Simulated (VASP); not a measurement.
Output of a VASP run:

### OUTCAR
```
 ion  position               nearest neighbor table
   1  0.500  0.000  0.000-  46 2.49  32 2.49  54 2.49  62 2.50
   2  0.750  0.250  0.000-  32 2.49  33 2.49  55 2.50  44 2.50
   3  0.750  0.000  0.250-  34 2.49  32 2.50  49 2.50  38 2.50
   4  1.000  1.000  0.000-  38 2.49  35 2.49  44 2.49  63 2.50
   5  0.250  0.250  0.000-  36 2.49  35 2.49  54 2.50  60 2.50
   6  0.500  0.500  0.000-  36 2.49  37 2.49  61 2.50  55 2.50
   7  0.750  0.750  1.000-  38 2.49  37 2.49  62 2.50  56 2.50
   8  0.250  0.000  0.250-  39 2.49  35 2.50  57 2.50  46 2.50
   9  0.501  0.251  0.251-  40 2.49  39 2.50  32 2.50  36 2.50
  10  0.750  0.500  0.250-  41 2.49  40 2.50  37 2.50  33 2.50
  11  0.500  0.000  0.500-  39 2.49  42 2.50  59 2.50  49 2.50
  12  0.750  0.250  0.500-  43 2.49  40 2.50  42 2.50  34 2.50
  13  0.750  1.000  0.750-  44 2.49  53 2.49  42 2.49  62 2.50
  14  1.000  0.500  0.000-  33 2.49  45 2.49  56 2.49  60 2.49
  15  0.250  0.750  0.000-  46 2.49  45 2.49  63 2.50  61 2.50
  16  0.000  0.250  0.250-  47 2.49  33 2.50  34 2.50  35 2.50
  17  0.250  0.501  0.250-  48 2.49  45 2.50  47 2.50  36 2.50
  18  0.500  0.750  0.250-  49 2.49  48 2.49  46 2.50  37 2.50
  19  1.000  0.000  0.500-  34 2.49  53 2.49  50 2.49  57 2.50
  20  0.250  0.250  0.501-  51 2.49  50 2.49  47 2.50  39 2.50
  21  0.749  0.749  0.501-  52 2.49  53 2.49  41 2.50  49 2.50
  22  0.250  0.000  0.750-  50 2.49  54 2.49  63 2.49  59 2.50
  23  0.500  0.250  0.750-  54 2.49  55 2.49  42 2.50  51 2.50
  24  0.750  0.500  0.750-  56 2.49  55 2.49  43 2.50  52 2.50
  25  0.000  0.750  0.250-  57 2.49  38 2.50  45 2.50  41 2.50
  26  0.000  0.500  0.500-  58 2.49  41 2.49  47 2.49  43 2.50
  27  0.250  0.750  0.500-  48 2.49  57 2.49  59 2.49  58 2.50
  28  0.000  0.250  0.750-  50 2.49  60 2.49  43 2.49  44 2.49
  29  0.249  0.501  0.751-  60 2.49  61 2.49  58 2.49  51 2.50
  30  0.500  0.750  0.750-  62 2.49  61 2.49  59 2.50  52 2.50
  31  1.000  0.750  0.750-  53 2.49  63 2.49  58 2.50  56 2.50
  32  0.625  0.125  0.125-   2 2.49   1 2.49   3 2.50   9 2.50
  33  0.875  0.375  0.125-  14 2.49   2 2.49  16 2.50  10 2.50
  34  0.875  0.125  0.375-  19 2.49   3 2.49  16 2.50  12 2.50
  35  0.125  0.125  0.125-   4 2.49   5 2.49   8 2.50  16 2.50
  36  0.375  0.375  0.125-   6 2.49   5 2.49   9 2.50  17 2.50
  37  0.625  0.625  0.125-   6 2.49   7 2.49  10 2.50  18 2.50
  38  0.875  0.875  0.125-   7 2.49   4 2.49  25 2.50   3 2.50
  39  0.375  0.125  0.375-   8 2.49  11 2.49   9 2.50  20 2.50
  40  0.625  0.376  0.376-  64 2.49   9 2.49  12 2.50  10 2.50
  41  0.875  0.625  0.375-  10 2.49  26 2.49  25 2.50  21 2.50
  42  0.625  0.125  0.625-  13 2.49  11 2.50  12 2.50  23 2.50
  43  0.875  0.375  0.625-  12 2.49  28 2.49  26 2.50  24 2.50
  44  0.875  0.125  0.875-   4 2.49  13 2.49  28 2.49   2 2.50
  45  0.125  0.625  0.125-  14 2.49  15 2.49  17 2.50  25 2.50
  46  0.375  0.875  0.125-  15 2.49   1 2.49  18 2.50   8 2.50
  47  0.125  0.375  0.375-  16 2.49  26 2.49  20 2.50  17 2.50
  48  0.376  0.625  0.376-  64 2.49  17 2.49  27 2.49  18 2.49
  49  0.625  0.875  0.375-  18 2.49   3 2.50  11 2.50  21 2.50
  50  0.125  0.125  0.625-  28 2.49  20 2.49  22 2.49  19 2.49
  51  0.375  0.376  0.625-  64 2.48  20 2.49  23 2.50  29 2.50
  52  0.624  0.624  0.625-  64 2.48  21 2.49  30 2.50  24 2.50
  53  0.875  0.875  0.625-  31 2.49  21 2.49  19 2.49  13 2.49
  54  0.375  0.125  0.875-  23 2.49  22 2.49   1 2.49   5 2.50
  55  0.625  0.375  0.875-  23 2.49  24 2.49   6 2.50   2 2.50
  56  0.875  0.625  0.875-  24 2.49  14 2.49  31 2.50   7 2.50
  57  0.125  0.875  0.375-  27 2.49  25 2.49  19 2.50   8 2.50
  58  0.125  0.625  0.625-  29 2.49  26 2.49  31 2.50  27 2.50
  59  0.375  0.875  0.625-  27 2.49  22 2.50  11 2.50  30 2.50
  60  0.125  0.375  0.875-  29 2.49  28 2.49  14 2.49   5 2.50
  61  0.375  0.625  0.875-  29 2.49  30 2.49   6 2.50  15 2.50
  62  0.625  0.875  0.875-  30 2.49   7 2.50  13 2.50   1 2.50
  63  0.125  0.875  0.875-  31 2.49  22 2.49   4 2.50  15 2.50
  64  0.500  0.500  0.501-  51 2.48  52 2.48  40 2.49  48 2.49
 Subroutine IBZKPT returns following result:
 Found      1 irreducible k-points:

 Following reciprocal coordinates:
            Coordinates               Weight
  0.000000  0.000000  0.000000      1.000000
 Subroutine IBZKPT_HF returns following result:
   k-points           NKPTS =      1   k-points in BZ     NKDIM =      1   number of bands    NBANDS=    160
   number of dos      NEDOS =    301   number of ions     NIONS =     64
   total plane-waves  NPLWV = 175616
   dimension x,y,z NGX =    56 NGY =   56 NGZ =   56
   dimension x,y,z NGXF=   112 NGYF=  112 NGZF=  112
   ions per type =              31  32   1
   PREC   = normal    normal or accurate (medium, high low for compatibility)
   ISTART =      1    job   : 0-new  1-cont  2-samecut
...
```

### OSZICAR
```
       N       E                     dE             d eps       ncg     rms          rms(c)
DAV:   1    -0.315163747714E+03   -0.31516E+03   -0.22379E+01   640   0.126E+01    0.149E+01
DAV:   2    -0.315303040459E+03   -0.13929E+00   -0.59770E-01   752   0.120E+00    0.111E+01
DAV:   3    -0.315259557838E+03    0.43483E-01   -0.32563E-02   736   0.322E-01    0.691E+00
DAV:   4    -0.315252143035E+03    0.74148E-02   -0.18057E-02   736   0.228E-01    0.401E+00
DAV:   5    -0.315252809927E+03   -0.66689E-03   -0.96743E-03   720   0.165E-01    0.231E+00
DAV:   6    -0.315250556017E+03    0.22539E-02   -0.27807E-03   736   0.924E-02    0.131E+00
DAV:   7    -0.315249607596E+03    0.94842E-03   -0.69041E-04   696   0.489E-02    0.741E-01
DAV:   8    -0.315249313192E+03    0.29440E-03   -0.21508E-04   712   0.277E-02    0.415E-01
DAV:   9    -0.315249232540E+03    0.80652E-04   -0.71940E-05   688   0.154E-02    0.231E-01
DAV:  10    -0.315249215636E+03    0.16904E-04   -0.27722E-05   408   0.860E-03    0.131E-01
DAV:  11    -0.315249216553E+03   -0.91708E-06   -0.20788E-05   368   0.647E-03
   1 F= -.31524922E+03 E0= -.31524884E+03  d E =-.758126E-03  mag=     1.0000
```

File OUTCAR:
```
------------------------ aborting loop because EDIFF is reached ----------------------------------------
  volume of cell :     1529.70
      direct lattice vectors                 reciprocal lattice vectors
    11.522210422  0.000000000  0.000000000     0.086788903  0.000000000  0.000000000
     0.000000000 11.522210422  0.000000000     0.000000000  0.086788903  0.000000000
     0.000000000  0.000000000 11.522210422     0.000000000  0.000000000  0.086788903
  FREE ENERGIE OF THE ION-ELECTRON SYSTEM (eV)
  ---------------------------------------------------
  free  energy   TOTEN  =      -315.2492165531 eV

  energy  without entropy=     -315.2484584270  energy(sigma->0) =     -315.24883749

  exchange ACFDT corr.  =         0.00000000  see jH, gK, PRB 81, 115126

 total charge

# of ion       s       p       d       tot
------------------------------------------
    1        1.083   1.178   0.135   2.395
    2        1.082   1.178   0.134   2.394
    3        1.082   1.177   0.134   2.393
    4        1.082   1.179   0.134   2.395
    5        1.082   1.177   0.134   2.393
    6        1.082   1.179   0.134   2.395
    7        1.082   1.178   0.134   2.394
    8        1.082   1.177   0.134   2.393
    9        1.081   1.177   0.134   2.393
   10        1.081   1.177   0.134   2.392
   11        1.082   1.177   0.134   2.393
   12        1.081   1.177   0.135   2.393
   13        1.082   1.178   0.134   2.394
   14        1.083   1.179   0.135   2.397
   15        1.082   1.179   0.134   2.395
   16        1.082   1.177   0.134   2.393
   17        1.081   1.177   0.134   2.393
   18        1.081   1.177   0.134   2.393
   19        1.083   1.177   0.135   2.395
   20        1.081   1.177   0.134   2.392
   21        1.081   1.177   0.134   2.393
   22        1.082   1.178   0.134   2.394
   23        1.081   1.177   0.134   2.393
   24        1.081   1.177   0.134   2.393
   25        1.082   1.177   0.134   2.393
   26        1.082   1.178   0.134   2.394
   27        1.081   1.178   0.135   2.393
   28        1.082   1.179   0.135   2.395
   29        1.081   1.178   0.134   2.393
   30        1.081   1.178   0.135   2.393
   31        1.082   1.179   0.134   2.395
   32        1.210   1.615   0.025   2.851
   33        1.210   1.615   0.025   2.851
   34        1.210   1.615   0.025   2.851
   35        1.210   1.615   0.025   2.851
   36        1.210   1.615   0.025   2.851
   37        1.210   1.615   0.025   2.851
   38        1.210   1.615   0.025   2.851
   39        1.210   1.615   0.025   2.850
   40        1.206   1.639   0.025   2.870
   41        1.210   1.615   0.025   2.851
   42        1.210   1.615   0.025   2.851
   43        1.210   1.616   0.025   2.851
   44        1.210   1.615   0.025   2.851
   45        1.211   1.615   0.025   2.851
   46        1.211   1.615   0.025   2.851
   47        1.210   1.615   0.025   2.850
   48        1.206   1.639   0.025   2.870
   49        1.210   1.615   0.025   2.851
   50        1.211   1.615   0.025   2.851
   51        1.206   1.639   0.025   2.870
   52        1.206   1.639   0.025   2.870
...
```
(Selected blocks of OUTCAR.)

File POSCAR:
```
AlGa31As32
1
   11.5222104216     0.0000000000     0.0000000000
    0.0000000000    11.5222104216     0.0000000000
    0.0000000000     0.0000000000    11.5222104216
Ga As Al
31 32 1
Direct
  0.5000249149   0.0001372116   0.0001706448
  0.7500075461   0.2498471092   0.0003053410
  0.7499765370   0.0000251141   0.2500720725
  0.9999809324   0.9999860990   0.0000154448
  0.2501611651   0.2500671985   0.0001746230
  0.4999194596   0.4999080108   0.0001829826
  0.7499829250   0.7500289286   0.9999967456
  0.2501411870   0.0001884953   0.2501550688
  0.5006265617   0.2507009534   0.2507473590
  0.7499994747   0.5001255521   0.2503009872
  0.4999357600   0.0000615024   0.4999479445
  0.7499005978   0.2502349836   0.4999808813
  0.7499907577   0.9999832208   0.7499598252
  0.9999374175   0.5000222225   0.0002469679
  0.2498795213   0.7501120690   0.0002813725
  0.0000485547   0.2501095695   0.2501061377
  0.2504320365   0.5005157132   0.2504332492
  0.4999705834   0.7500412050   0.2501857265
  0.9998911518   0.0000086788   0.5000783626
  0.2503291578   0.2504209592   0.5005578746
  0.7494368709   0.7494241430   0.5006711928
  0.2499886432   0.0000565572   0.7499978642
  0.4999030824   0.2500690461   0.7501225468
  0.7502384708   0.4997813744   0.7504295420
  0.0000431987   0.7500570813   0.2500522060
  0.0000357010   0.4999534875   0.4999224646
  0.2501518919   0.7500351483   0.4998403499
  0.0001438294   0.2499106111   0.7500022092
  0.2494218663   0.5005156445   0.7506816158
  0.5000884544   0.7500202198   0.7501746383
  0.9998738968   0.7501488236   0.7499576842
  0.6248128394   0.1251651328   0.1252845261
  0.8749378444   0.3750595119   0.1250910873
  0.8749616508   0.1250656906   0.3750806104
  0.1249977080   0.1249919709   0.1249756371
  0.3751366375   0.3749858139   0.1253186429
  0.6249939911   0.6249902970   0.1249838702
  0.8749806182   0.8749814523   0.1249702094
  0.3751011758   0.1253652199   0.3750497481
  0.6246293838   0.3760410882   0.3759936386
  0.8749049814   0.6251295904   0.3752005166
  0.6249798790   0.1250635372   0.6250016111
  0.8750990900   0.3749156487   0.6250232439
  0.8750082371   0.1249781964   0.8749716857
  0.1250454322   0.6248611803   0.1251082621
  0.3750528918   0.8750560936   0.1250412338
  0.1252427882   0.3750191871   0.3750274411
  0.3755439368   0.6248359814   0.3755344163
  0.6251177657   0.8748315505   0.3751613320
  0.1250772486   0.1250293935   0.6248879877
  0.3751037784   0.3757557967   0.6253067501
  0.6244997690   0.6242424396   0.6251928850
  0.8747962986   0.8748694580   0.6248337354
  0.3750502443   0.1249884463   0.8749992181
  0.6249739513   0.3748525031   0.8751422876
  0.8751147421   0.6249218851   0.8750821814
  0.1250147232   0.8750784309   0.3750596454
  0.1248871451   0.6251503052   0.6249018866
  0.3750074666   0.8749503016   0.6250352981
  0.1248364160   0.3749618418   0.8752107063
  0.3750121944   0.6251201240   0.8752218938
  0.6249132444   0.8750781509   0.8750472346
  0.1249934517   0.8749896091   0.8749635604
  0.4995573272   0.5000842375   0.5008350918
```

**Question.** Reconstruct the remaining input files.

**Answer.** This is not unique; one that fits is the input of the run itself, HSE06 screened hybrid, plane waves, VASP's PBE PAW potentials (set 64).

KPOINTS:
```
Automatic mesh
0
Gamma
1 1 1
0 0 0
```

### INCAR
```
SYSTEM = AlGa31As32
PREC = Normal
ENCUT = 400
EDIFF = 1E-5
NELM = 50
ALGO = Normal
LREAL = Auto
LASPH = .TRUE.
ISMEAR = 0
SIGMA = 0.05
GGA = PE
LMAXMIX = 4
LWAVE = .FALSE.
LCHARG = .FALSE.
NELMIN = 4
ISYM = 0
NELECT = 255.0
ISPIN = 2
NUPDOWN = 1
MAGMOM = 64*0.0156
LORBIT = 10
HFSCREEN = 0.2
AEXX = 0.25
LHFCALC = .TRUE.
PRECFOCK = Fast
ISIF = 0
```

POTCAR, in this order: Ga As Al (PBE.64 set). Program: vasp_gam. Read from the step before: WAVECAR.

The cell is charged, with a uniform compensating background. The supercell is sampled at Γ alone, which is coarse: total energies, pressure and levels can be off, energies of defects by several tenths of an eV.

The cell is a supercell with a defect, built from GaAs (zinc blende): Al_Ga, charge +1. The cell's shape comes from a PBE relaxation.
